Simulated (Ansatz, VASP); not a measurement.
# Sn: VASP beside Ansatz, part 3 of 3

Aim: how closely do two programs agree when they are given the same cell, functional and k mesh? The cell is taken from a series of runs on this material, whose earlier steps may have relaxed, scaled, displaced or heated it; both programs get it as it stands.

VASP 6.6.1 and Ansatz 0.2.0.

So far: The starting structure; Ansatz: zone-centre phonons, PBEsol; VASP: zone-centre phonons, PBEsol.

### Step 3. VASP: zone-centre phonons, PBEsol (continued)

Level of this step: PBEsol; plane waves and PAW (Sn_d) (VASP).

Numbers of over 12 decimals in the logs are rounded to 6 here.

Parts of OUTCAR (step 3):

```text
ion  position               nearest neighbor table
   1  0.500  0.500  0.500-   2 2.83   2 2.83   2 2.83   2 2.83
   2  0.750  0.750  0.750-   1 2.83   1 2.83   1 2.83   1 2.83

  LATTYP: Found a face centered cubic cell.
 ALAT       =     6.5393344020

 Subroutine GETGRP returns: Found 12 space group operations
 (whereof  6 operations were pure point group operations)

The static configuration has the point symmetry C_3v.
 The point group associated with its full space group is D_3d.

   k-points           NKPTS =   1728   k-points in BZ     NKDIM =   1728   number of bands    NBANDS=     20

   dimension x,y,z NGX =    36 NGY =   36 NGZ =   36
   dimension x,y,z NGXF=    72 NGYF=   72 NGZF=   72

   ENCUT  =  500.0 eV  36.75 Ry    6.06 a.u.   8.43  8.43  8.43*2*pi/ulx,y,z

   NELECT =      28.0000    total number of electrons

 k-points in reciprocal lattice and weights: Points of the shifted mesh
   0.04166667  0.04166667  0.04166667       0.001
   0.04166667  0.04166667  0.12500000       0.001
   0.04166667  0.04166667  0.20833333       0.001
   0.04166667  0.04166667  0.29166667       0.001
   0.04166667  0.04166667  0.37500000       0.001
   0.04166667  0.04166667  0.45833333       0.001
   0.04166667  0.04166667  0.54166667       0.001
   0.04166667  0.04166667  0.62500000       0.001
   0.04166667  0.04166667  0.70833333       0.001
[...]
0.95833333  0.95833333  0.87500000       0.001
   0.95833333  0.95833333  0.95833333       0.001

 average (electrostatic) potential at core
       1-101.5298       2-101.5298

  Total       -0.0304710     -0.0304710     -0.0304710     -0.0180319     -0.0180319     -0.0180319
  in kB       -0.6983238     -0.6983238     -0.6983238     -0.4132489     -0.4132489     -0.4132489
  external PRESSURE =      -0.6983238 kB  Pullay stress =       0.0000000 kB

  energy-cutoff  :      500.00
  volume of cell :       69.91
      direct lattice vectors                 reciprocal lattice vectors
     0.000000000  3.269667201  3.269667201    -0.152920762  0.152920762  0.152920762
     3.269667201  0.000000000  3.269667201     0.152920762 -0.152920762  0.152920762
     3.269667201  3.269667201  0.000000000     0.152920762  0.152920762 -0.152920762

 POSITION                                       TOTAL-FORCE (eV/Angst)
 -----------------------------------------------------------------------------------
      3.26926      3.26926      3.26926         0.000067      0.000067      0.000067
      4.90490      4.90490      4.90490        -0.000067     -0.000067     -0.000067
 -----------------------------------------------------------------------------------
    total drift:                                0.000000      0.000000      0.000000

 Eigenvectors and eigenvalues of the dynamical matrix
 ----------------------------------------------------

   1 f  =    5.626489 THz    35.352273 2PiTHz  187.679473 cm-1    23.269279 meV
             X         Y         Z           dx          dy          dz
      3.269263  3.269263  3.269263    -0.408248   -0.408248   -0.408248
      4.904905  4.904905  4.904905     0.408248    0.408248    0.408248

   2 f  =    5.618345 THz    35.301103 2PiTHz  187.407816 cm-1    23.235597 meV
             X         Y         Z           dx          dy          dz
      3.269263  3.269263  3.269263     0.576334   -0.258512   -0.317822
      4.904905  4.904905  4.904905    -0.576334    0.258512    0.317822

   3 f  =    5.618345 THz    35.301103 2PiTHz  187.407816 cm-1    23.235597 meV
             X         Y         Z           dx          dy          dz
      3.269263  3.269263  3.269263     0.034242   -0.516241    0.481999
      4.904905  4.904905  4.904905    -0.034242    0.516241   -0.481999

   4 f  =    0.000000 THz     0.000000 2PiTHz    0.000001 cm-1     0.000000 meV
             X         Y         Z           dx          dy          dz
      3.269263  3.269263  3.269263     0.666252   -0.169260    0.165709
      4.904905  4.904905  4.904905     0.666252   -0.169260    0.165709

   5 f  =    0.000000 THz     0.000000 2PiTHz    0.000001 cm-1     0.000000 meV
             X         Y         Z           dx          dy          dz
      3.269263  3.269263  3.269263     0.219620    0.256075   -0.621444
      4.904905  4.904905  4.904905     0.219620    0.256075   -0.621444

   6 f/i=    0.000000 THz     0.000001 2PiTHz    0.000003 cm-1     0.000000 meV
             X         Y         Z           dx          dy          dz
      3.269263  3.269263  3.269263    -0.088744   -0.637006   -0.293850
      4.904905  4.904905  4.904905    -0.088744   -0.637006   -0.293850

 ELASTIC MODULI CONTR FROM IONIC RELAXATION (kBar)
 Direction    XX          YY          ZZ          XY          YZ          ZX
 --------------------------------------------------------------------------------
 XX          -0.0139     -0.0138     -0.0138      1.0010      0.8633      1.0339
 YY          -0.0138     -0.0139     -0.0138      1.0339      1.0010      0.8633
 ZZ          -0.0138     -0.0138     -0.0139      0.8633      1.0339      1.0010
 XY           1.0010      1.0339      0.8633   -207.7784      2.4485      2.4485
 YZ           0.8633      1.0010      1.0339      2.4485   -207.7784      2.4485
 ZX           1.0339      0.8633      1.0010      2.4485      2.4485   -207.7784
 --------------------------------------------------------------------------------
```

### Step 4. Comparison

Known differences besides the potentials themselves: the cutoff is 420 eV in Ansatz and 500 eV in VASP; Ansatz makes its cores anew for this functional, VASP keeps those of its PBE data sets. Total energies have different zeros and are not compared.

Compared:

```csv
quantity,Ansatz,VASP,difference
optical mode 1 to 2 (cm⁻¹),187.8,187.4,+0.18 %
optical mode 3 (cm⁻¹),187.9,187.7,+0.10 %
```

Modes are paired by rising frequency, not by their patterns, so a pair may set unlike modes beside each other; they are those without the splitting of longitudinal modes.

### Step 5. Results

| Property | Result |
| --- | --- |
| r.m.s. difference of the optical zone-centre modes, each program's sorted by frequency (zone-centre phonons, PBEsol) | 0.30 cm⁻¹ |

The r.m.s. difference of the optical zone-centre modes, each program's sorted by frequency is 0.30 cm⁻¹ (zone-centre phonons, PBEsol). How closely two codes agree says nothing of how well the functional describes the real material.

[Lines on the potential files, build, host, timing and source positions are cut from VASP's logs without a mark.]

[Logs are printed without paths, hosts, clocks, repeated set-up lines and the standing remarks that a program may print on its own settings, such as how far it seeks lower states.]

[Hosts, paths, dates, database ids (printed as entryN), source tags and the programs' standing remarks are cut or masked in the printed files.]
